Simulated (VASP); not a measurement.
Here is the system:

```xyz
3
Lattice="4.9081 0.0000 0.0000 -2.4540 4.2505 0.0000 0.0000 0.0000 3.8125" Properties=species:S:1:pos:R:3 pbc="T T T"
Ba     2.4540     1.4168     0.0000
Li     0.0000     0.0000     1.9062
Si     0.0000     2.8337     1.9062
```

Level of theory: PBEsol GGA with spin-orbit coupling, VASP's PBE PAW potentials (set 64) (plane waves; VASP). Settings: 520 eV cut-off, 7×7×7 Γ-centred mesh, Gaussian smearing of 0.050 eV, potentials Ba_sv Li_sv Si.

Question: What does the run give for the energy per atom (σ→0), band gap (over mesh and band path) with the smallest direct gap where there is one?

Answer: 
```yaml
band gap (over mesh and band path): none (metal, semimetal or under 0.01 eV)
energy per atom (σ→0): -3.556 eV/atom
```

Only differences to runs with the same potentials and settings are physical.

The structure comes from a computed database's BaLiSi entry (P-6m2); how it stands against other phases isn't given here. It was relaxed first.
